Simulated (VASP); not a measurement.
Consider the following.

```yaml
crystal:
  lattice:
    - [0.00000, 3.32849, 3.32849]
    - [3.32849, 0.00000, 3.32849]
    - [3.32849, 3.32849, 0.00000]
  atoms:
    - { symbol: Sr, position: [0.00000, 0.00000, 0.00000] }
    - { symbol: Te, position: [0.50000, 0.50000, 0.50000] }
```

All values below come from PBE0 hybrid, VASP's PBE PAW potentials (set 64) (plane waves; VASP). Settings: 520 eV cut-off, 6×6×6 Γ-centred mesh, Gaussian smearing of 0.050 eV, potentials Sr_sv Te.

Unless said otherwise, spin-orbit coupling is left out, though it shifts the bands of the heavy elements here.

Q: Predict the energy per atom (σ→0), band gap (on the k-mesh) with the smallest direct gap where there is one.

A: 
```json
{
 "band gap (on the k-mesh)": "3.08 eV",
 "smallest direct gap (on the k-mesh)": "3.94 eV",
 "energy per atom (σ→0)": "-4999 meV/atom"
}
```

Only differences to runs with the same potentials and settings are physical.

The compound is SrTe in the rock salt structure. This cell is one point of a volume scan, at 0.97 of the reference volume. The cell's shape comes from a PBE relaxation.
